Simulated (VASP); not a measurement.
An input for Quantum ESPRESSO's pw.x (written as the equivalent of a VASP run, and not itself run):

```
&CONTROL
  calculation = 'vc-relax'
  pseudo_dir = './pseudo'
  outdir = './out'
  tprnfor = .true.
  tstress = .true.
  nstep = 60
  forc_conv_thr = 0.00039
/
&SYSTEM
  ibrav = 0
  nat = 2
  ntyp = 2
  ecutwfc = 90
  occupations = 'smearing'
  smearing = 'methfessel-paxton'
  degauss = 0.00735
  input_dft = 'pbesol'
  nspin = 2
  starting_magnetization(1) = 0.3
/
&ELECTRONS
  conv_thr = 7.3e-08
  electron_maxstep = 100
/
&IONS
/
&CELL
/
ATOMIC_SPECIES
  Fe 55.845 Fe.upf
  Pt 195.084 Pt.upf
CELL_PARAMETERS angstrom
     2.7200000    0.0000000    0.0000000
     0.0000000    2.7200000    0.0000000
     0.0000000    0.0000000    3.7100000
ATOMIC_POSITIONS crystal
  Fe   0.0000000  0.0000000  0.0000000
  Pt   0.5000000  0.5000000  0.5000000
K_POINTS automatic
  12 12 9 0 0 0
```

### Question
Write the VASP files for the same calculation (PBEsol).

### Answer
Several could match; the one computed here: 
File POSCAR:
```
FePt
1
    2.7200000000     0.0000000000     0.0000000000
    0.0000000000     2.7200000000     0.0000000000
    0.0000000000     0.0000000000     3.7100000000
Fe Pt
1 1
Direct
  0.0000000000   0.0000000000   0.0000000000
  0.5000000000   0.5000000000   0.5000000000
```

KPOINTS:
```
Automatic mesh
0
Gamma
12 12 9
0 0 0
```

INCAR:
```
SYSTEM=FePt
PREC=Accurate; ENCUT=400; LREAL=.FALSE.
LASPH=.TRUE.
EDIFF=1E-6; NELM=100; ALGO=Normal
LMAXMIX=6
ISMEAR=1; SIGMA=0.1
GGA=PS
MAGMOM=3.0 0.0
ISPIN=2
IBRION=2; NSW=60; ISIF=3
EDIFFG=-0.01
LWAVE=.FALSE.; LCHARG=.FALSE.; LORBIT=10
```

POTCAR, in this order: Fe Pt (PBE.64 set). Program: vasp_std.

The two are equivalent in intent, not identical: the potentials are each code's own (VASP's PAW set, PseudoDojo norm-conserving files in pw.x), so ENCUT and ecutwfc are chosen apart and not converted; conv_thr bounds pw.x's estimated SCF error, while EDIFF bounds the energy change between steps; starting_magnetization is a fraction of the valence charge and MAGMOM a moment in μB, so they match only roughly; forc_conv_thr acts on force components and is met together with etot_conv_thr.

The compound is FePt in the L1_0 structure. This run relaxes it. Symmetry was kept, so distortions that lower it aren't found.
